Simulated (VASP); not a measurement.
Be2Al5:

```
Be Al
1.0
     6.41056    0.00000    0.00000
     0.00000    6.41056    0.00000
     0.00000    0.00000    2.68806
Be Al
2 5
Direct
  0.50000 0.00000 0.00000
  0.00000 0.50000 0.00000
  0.79066 0.79066 0.50000
  0.20934 0.20934 0.50000
  0.20934 0.79066 0.50000
  0.79066 0.20934 0.50000
  0.50000 0.50000 0.50000
```

The cell was built by a generator and needn't be a form met in nature.

* Program: VASP 6.6.1
* Task: relaxation of cell and atoms
* Functional: AM05
* Potentials or basis: VASP PAW PBE potentials, release 64 (Be, Al)
* Cutoff: 600 eV
* k mesh: 3 × 3 × 7
* Occupations: fermi-dirac, width 0.05 eV
* Spin: no spin polarisation

At the start: pressure -1.3 GPa; volume 15.78 Å³/atom.

Problem. Where does the relaxation end?

Solution. Over 7 steps the energy falls by 3.4 meV/atom and the volume is 15.46 Å³/atom (-2.0 %); space group P4/mmm (No. 123, to 0.05 Å).

Step by step:
```
step  energy change (eV)  largest force (eV/Å)  pressure (GPa)  volume (Å³)
   1              0.0000                0.0512           -1.35       110.47
   2             -0.0130                0.0489            0.01       108.35
   3             -0.0135                0.0468            0.37       107.84
   4             -0.0213                0.0225            0.63       107.39
   5             -0.0218                0.0141            0.71       107.28
   6             -0.0240                0.0029           -0.12       108.40
   7             -0.0241                0.0047            0.01       108.22
```

Final structure:
```
CELL_PARAMETERS angstrom
6.31628 0.00000 0.00000
0.00000 6.31628 0.00000
0.00000 0.00000 2.71259
ATOMIC_POSITIONS crystal
Be 0.50000 0.00000 0.00000
Be 0.00000 0.50000 0.00000
Al 0.79160 0.79160 0.50000
Al 0.20840 0.20840 0.50000
Al 0.20840 0.79160 0.50000
Al 0.79160 0.20840 0.50000
Al 0.50000 0.50000 0.50000
```

Caveat: the PAW data sets were made with another functional, which shifts forces and pressure a little.
